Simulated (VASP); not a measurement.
All values below come from optB88-vdW, VASP's PBE PAW potentials (set 64) (plane waves; VASP 6.6.1).

VASP input:

**KPOINTS**
```
Automatic mesh
0
Gamma
 11 11 11
0 0 0
```

**POSCAR**
```
TiCo
1
    2.9594692313     0.0000000000     0.0000000000
    0.0000000000     2.9594692313     0.0000000000
   -0.0000000000     0.0000000000     2.9594692313
Ti Co
1 1
Direct
  0.0000000000   0.0000000000   0.0000000000
  0.5000000000   0.5000000000   0.5000000000
```

**INCAR**
```
SYSTEM=TiCo
PREC=Accurate; ENCUT=520; LREAL=.FALSE.
LASPH=.TRUE.
EDIFF=1E-6; NELM=100; ALGO=Normal
LMAXMIX=4
ISMEAR=1; SIGMA=0.1
GGA=BO; LUSE_VDW=.TRUE.; AGGAC=0.0
PARAM1=0.1833333333; PARAM2=0.22
IBRION=2; NSW=60; ISIF=3
EDIFFG=-0.01
LWAVE=.FALSE.; LCHARG=.FALSE.
```

POTCAR, in this order: Ti_sv Co (PBE.64 set). Program: vasp_std.

Output

OSZICAR:
```
       N       E                     dE             d eps       ncg     rms          rms(c)
DAV:   1     0.160255044819E+03    0.16026E+03   -0.10654E+04  1568   0.191E+03
DAV:   2    -0.200492276767E+01   -0.16226E+03   -0.15955E+03  1592   0.413E+02
DAV:   3    -0.117983700566E+02   -0.97934E+01   -0.97116E+01  2512   0.111E+02
DAV:   4    -0.120641226200E+02   -0.26575E+00   -0.26518E+00  1926   0.152E+01
DAV:   5    -0.120758331401E+02   -0.11711E-01   -0.11710E-01  2308   0.291E+00    0.124E+01
DAV:   6    -0.100394273055E+02    0.20364E+01   -0.93167E+00  2102   0.440E+01    0.269E+00
DAV:   7    -0.104037880452E+02   -0.36436E+00   -0.30031E+00  2556   0.163E+01    0.838E+00
DAV:   8    -0.100402190698E+02    0.36357E+00   -0.12533E+00  2354   0.119E+01    0.261E+00
DAV:   9    -0.100286769405E+02    0.11542E-01   -0.11873E-01  2100   0.453E+00    0.561E-01
DAV:  10    -0.100266426609E+02    0.20343E-02   -0.10065E-02  2386   0.127E+00    0.207E-01
DAV:  11    -0.100265638198E+02    0.78841E-04   -0.16272E-03  2352   0.367E-01    0.321E-02
DAV:  12    -0.100265645363E+02   -0.71650E-06   -0.10031E-04  1774   0.129E-01    0.150E-02
DAV:  13    -0.100265625343E+02    0.20020E-05   -0.71751E-06  1960   0.280E-02    0.539E-03
DAV:  14    -0.100265623525E+02    0.18183E-06   -0.44650E-07   910   0.817E-03
   1 F= -.10026562E+02 E0= -.10026807E+02  d E =-.100266E+02
```

**OUTCAR**
```
------------------------ aborting loop because EDIFF is reached ----------------------------------------
  FORCE on cell =-STRESS in cart. coord.  units (eV):
  Direction    XX          YY          ZZ          XY          YZ          ZX
  --------------------------------------------------------------------------------------
  Total       -0.0058985     -0.0058985     -0.0058985      0.0000000      0.0000000      0.0000000
  in kB       -0.3645971     -0.3645971     -0.3645971      0.0000000      0.0000000      0.0000000
  external PRESSURE =      -0.3645971 kB  Pullay stress =       0.0000000 kB
  volume of cell :       25.92
      direct lattice vectors                 reciprocal lattice vectors
     2.959469231  0.000000000  0.000000000     0.337898428  0.000000000  0.000000000
     0.000000000  2.959469231  0.000000000     0.000000000  0.337898428  0.000000000
     0.000000000  0.000000000  2.959469231     0.000000000  0.000000000  0.337898428
 POSITION                                       TOTAL-FORCE (eV/Angst)
 -----------------------------------------------------------------------------------
      0.00000      0.00000      0.00000         0.000000      0.000000      0.000000
      1.47973      1.47973      1.47973         0.000000      0.000000      0.000000
 -----------------------------------------------------------------------------------
    total drift:                                0.000000      0.000000     -0.000000
  FREE ENERGIE OF THE ION-ELECTRON SYSTEM (eV)
  ---------------------------------------------------
  free  energy   TOTEN  =       -10.0265623525 eV

  energy  without entropy=      -10.0272951223  energy(sigma->0) =      -10.02680661

 reached required accuracy - stopping structural energy minimisation
```
(Selected blocks of OUTCAR.)

The compound is TiCo in the CsCl type structure. It was relaxed first. The start is the result of an earlier pass. The run is not spin-polarised, so no magnetic state was tried. The electron count is odd and the run is not spin-polarised, which forces a metal.
